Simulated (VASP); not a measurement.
**TaAs: density of states with RPBE+U**

TaAs, a sheet with vacuum:

```xyz
2
Lattice="3.3259 0.0000 0.0000 0.0000 3.3259 0.0000 0.0000 0.0000 25.7403" Properties=species:S:1:pos:R:3 pbc="T T T"
Ta    0.0000    0.0000    6.9957
As    1.6629    1.6629    8.0042
```

The cell was built by a generator and needn't be a form met in nature.

```json
{
  "Program": "VASP 6.6.1",
  "Task": "density of states",
  "Functional": "RPBE",
  "Potentials or basis": "VASP PAW PBE potentials, release 64 (Ta_sv_GW, As_GW)",
  "Cutoff": "550 eV",
  "k mesh": "8 × 8 × 1",
  "Occupations": "tetrahedron",
  "Spin": "no spin polarisation",
  "Hubbard terms": "Ta d U = 5.3 eV",
  "Further INCAR settings": "ALGO = Fast; EDIFF = 1.00e-06; NBANDS = 16"
}
```

| Property | Result |
| --- | --- |
| Largest force | 0.644 eV/Å |
| Band gap on the k mesh | none (metal or under the smearing width) |
| Valence electrons inside the program's atomic spheres | Ta 11.24; As 2.87 |

Forces in eV/Å, atoms in the order of the input:
```
Ta   0.000  0.000 -0.644
As   0.000  0.000  0.644
```

Levels at points of the mesh, in eV from the Fermi level:
```
           k point  band 6  band 7  band 8  band 9  band 10  band 11  band 12  band 13
(0.00, 0.00, 0.00)   -4.50   -2.20   -0.80   -0.70    -0.70     1.76     3.07     3.94
(0.50, 0.00, 0.00)   -6.36   -2.25   -2.24   -0.45     0.79     1.34     1.97     3.79
(0.50, 0.50, 0.00)   -4.40   -4.40   -1.96    0.27     1.04     1.04     3.81     4.03
```

States per cell in windows of 1 eV (zero at the Fermi level; states under -8 eV left out):
| from (eV) | total | Ta1_d | As2_p | Ta1_s | As2_s | As2_d | Ta1_p |
| --- | --- | --- | --- | --- | --- | --- | --- |
| -8.0 | 0.00 | 0.00 | 0.00 | 0.00 | 0.00 | 0.00 | 0.00 |
| -7.0 | 0.07 | 0.01 | 0.02 | 0.04 | 0.00 | 0.00 | 0.00 |
| -6.0 | 0.76 | 0.08 | 0.18 | 0.30 | 0.01 | 0.00 | 0.01 |
| -5.0 | 1.27 | 0.18 | 0.31 | 0.29 | 0.03 | 0.01 | 0.01 |
| -4.0 | 1.34 | 0.30 | 0.33 | 0.01 | 0.00 | 0.01 | 0.02 |
| -3.0 | 1.07 | 0.25 | 0.24 | 0.07 | 0.01 | 0.01 | 0.01 |
| -2.0 | 1.32 | 0.24 | 0.34 | 0.10 | 0.04 | 0.01 | 0.02 |
| -1.0 | 1.76 | 0.78 | 0.12 | 0.10 | 0.00 | 0.02 | 0.01 |
| 0.0 | 3.16 | 1.42 | 0.14 | 0.30 | 0.01 | 0.03 | 0.03 |
| 1.0 | 1.24 | 0.64 | 0.09 | 0.04 | 0.01 | 0.03 | 0.00 |
| 2.0 | 1.30 | 0.60 | 0.06 | 0.05 | 0.01 | 0.04 | 0.02 |
| 3.0 | 1.73 | 0.78 | 0.09 | 0.21 | 0.04 | 0.03 | 0.01 |
| 4.0 | 3.14 | 0.90 | 0.20 | 0.28 | 0.08 | 0.05 | 0.03 |
| 5.0 | 1.96 | 0.25 | 0.11 | 0.22 | 0.03 | 0.03 | 0.01 |
| 6.0 | 1.73 | 0.19 | 0.12 | 0.24 | 0.01 | 0.03 | 0.01 |
| 7.0 | 0.48 | 0.05 | 0.02 | 0.00 | 0.00 | 0.01 | 0.00 |

Eigenvalues of the final occupation matrices:
```tsv
site	spin	trace	eigenvalues
site 1 d	1	1.04	0.14 0.14 0.21 0.27 0.27
site 1 d	2	1.04	0.14 0.14 0.21 0.27 0.27
```

Run time: 2.3 min on 1 thread of Intel(R) Xeon(R) Platinum 8488C (Sapphire Rapids), on a shared host, peak memory 0.43 GiB.

Caveat: the PAW data sets were made with another functional, which shifts forces and pressure a little; U without spin polarisation on a metal has little footing; the U is typed as a test and isn't derived for this compound; tetrahedron occupations give inexact forces and stress in metals. The run has no spin-orbit coupling, so splittings on Ta are missing.
